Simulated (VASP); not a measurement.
Computed with PBE GGA, VASP's PBE PAW potentials (set 64) (plane waves; VASP).

VASP input:

KPOINTS:
```
Regular mesh
0
gamma
11 11 8
```

**INCAR**
```
! general
SYSTEM  = TiAl
PREC    = Accurate
ENCUT   = 400   ! plane-wave cut-off (eV)
LREAL   = F   ! projection in real space or not
LASPH   = T   ! aspherical one-centre terms
NBANDS  = 15

! electronic loop
EDIFF   = 1E-6   ! SCF stop (eV)
NELM    = 100   ! most electronic steps
ALGO    = Normal   ! blocked Davidson
LMAXMIX = 4   ! l cut-off of mixed one-centre charges

! smearing
ISMEAR  = 1
SIGMA   = 0.1

! functional
GGA     = PE

! ions
ISIF    = 2   ! forces and stress, cell fixed

! output
LWAVE   = F
LCHARG  = F
```

### POSCAR
```
TiAl
1
    2.8866000000     0.0000000000     0.0000000000
    0.0000000000     2.8866000000     0.0000000000
    0.0000000000     0.0000000000     4.1514000000
Ti Al
1 1
Direct
  0.0000000000   0.0000000000   0.0000000000
  0.5000000000   0.5000000000   0.5000000000
```

POTCAR, in this order: Ti_sv Al (PBE.64 set). Program: vasp_std.

Q: Estimate the energy per atom (σ→0), pressure, band gap (on the k-mesh).

A: 
```json
{
  "energy per atom (σ→0)": "-6173 meV/atom",
  "band gap (on the k-mesh)": "none (metal, semimetal or under 0.01 eV)",
  "pressure": "-6.64 GPa"
}
```

### OSZICAR
```
...
DAV:   7    -0.123697845902E+02    0.20544E+00   -0.59351E-01  3430   0.972E+00    0.182E+00
DAV:   8    -0.123571451736E+02    0.12639E-01   -0.15091E-01  3829   0.428E+00    0.913E-01
DAV:   9    -0.123456786416E+02    0.11467E-01   -0.33627E-02  3416   0.256E+00    0.249E-01
DAV:  10    -0.123460447317E+02   -0.36609E-03   -0.18227E-03  4054   0.386E-01    0.116E-01
DAV:  11    -0.123457862700E+02    0.25846E-03   -0.69355E-04  3542   0.316E-01    0.417E-02
DAV:  12    -0.123457929582E+02   -0.66882E-05   -0.36450E-05  3643   0.497E-02    0.114E-02
DAV:  13    -0.123457929236E+02    0.34604E-07   -0.13749E-06  3817   0.858E-03
   1 F= -.12345793E+02 E0= -.12345741E+02  d E =-.156219E-03
```

The compound is TiAl in the L1_0 structure. The cell was not relaxed at this level. The run is one of a series of settings (NBANDS = 15 against the base run), some of them coarse on purpose. The electron count is odd and the run is not spin-polarised, which forces a metal.
